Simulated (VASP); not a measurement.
GaAs: band structure with HSE06

**Measured values to compare with.**

“Evidence of valence band perturbations in GaAsN/GaAs(001): A combined variable-angle spectroscopic ellipsometry and modulated photoreflectance investigation”, 2008, arxiv:0805.2212 reports, for a bulk crystal of GaAs at 300 K: band gap 1.412 ± 0.01 eV (direct).

The system is GaAs.

```
Ga As
1.0
     0.00000    2.82685    2.82685
     2.82685    0.00000    2.82685
     2.82685    2.82685    0.00000
Ga As
1 1
Cartesian
  0.0000 0.0000 0.0000
  1.4134 1.4134 1.4134
```

```json
{
 "Program": "VASP 6.6.1",
 "Task": "band structure",
 "Functional": "HSE06",
 "Potentials or basis": "VASP PAW PBE potentials, release 64 (Ga_d, As)",
 "Cutoff": "520 eV",
 "k mesh": "6 × 6 × 6",
 "Occupations": "gaussian, width 0.02 eV",
 "Spin": "no spin polarisation",
 "Grid for exact exchange (PRECFOCK)": "Fast",
 "Screening parameter": "0.2 1/A",
 "Further INCAR settings": "ALGO = Normal; EDIFF = 1e-07; NBANDS = 16"
}
```

The pressure is 1.0 GPa. The band gap on the k mesh is 1.43 eV, direct. The band gap along the path is 1.43 eV, direct.

Levels at the corners of the path, in eV from the valence-band top:
| point | band 7 | band 8 | band 9 | band 10 | band 11 | band 12 |
| --- | --- | --- | --- | --- | --- | --- |
| Γ | 0.00 | 0.00 | 0.00 | 1.43 | 4.56 | 4.56 |
| X | -7.38 | -2.91 | -2.91 | 2.09 | 2.35 | 11.54 |
| X | -7.38 | -2.91 | -2.91 | 2.09 | 2.35 | 11.54 |
| W | -7.16 | -3.84 | -3.60 | 5.47 | 5.64 | 6.42 |
| W | -7.16 | -3.84 | -3.60 | 5.47 | 5.64 | 6.42 |
| K | -7.17 | -4.18 | -2.44 | 2.66 | 5.52 | 9.11 |
| K | -7.17 | -4.18 | -2.44 | 2.66 | 5.52 | 9.11 |
| Γ | 0.00 | 0.00 | 0.00 | 1.43 | 4.56 | 4.56 |
| Γ | 0.00 | 0.00 | 0.00 | 1.43 | 4.56 | 4.56 |
| L | -7.21 | -1.23 | -1.23 | 1.78 | 5.48 | 5.48 |
| L | -7.21 | -1.23 | -1.23 | 1.78 | 5.48 | 5.48 |
| U | -7.17 | -4.18 | -2.44 | 2.66 | 5.52 | 9.11 |
| U | -7.17 | -4.18 | -2.44 | 2.66 | 5.52 | 9.11 |
| W | -7.16 | -3.84 | -3.60 | 5.47 | 5.64 | 6.42 |
| W | -7.16 | -3.84 | -3.60 | 5.47 | 5.64 | 6.42 |
| L | -7.21 | -1.23 | -1.23 | 1.78 | 5.48 | 5.48 |
| L | -7.21 | -1.23 | -1.23 | 1.78 | 5.48 | 5.48 |
| K | -7.17 | -4.18 | -2.44 | 2.66 | 5.52 | 9.11 |
| U | -7.17 | -4.18 | -2.44 | 2.66 | 5.52 | 9.11 |
| X | -7.38 | -2.91 | -2.91 | 2.09 | 2.35 | 11.54 |

It took 32 min on 4 MPI ranks on Intel(R) Xeon(R) Platinum 8488C (Sapphire Rapids), with other jobs on the host, peak memory 0.35 GiB a rank.

Against the measured gap of GaAs, 1.412 eV (direct; 300 K; “Evidence of valence band perturbations in GaAsN/GaAs(001): A combined variable-angle spectroscopic ellipsometry and modulated photoreflectance investigation”, 2008, arxiv:0805.2212), the calculated 1.43 eV is off by +0.02 eV. 3 values of this kind are on record (1.412 to 1.51 eV); this one was drawn at random among those near their median, those with a stated uncertainty first. Spin-orbit coupling on As, Ga is left out. The value is that of HSE06, without temperature or zero-point motion.

Caveat: the PAW data sets were made with another functional, which shifts forces and pressure a little.
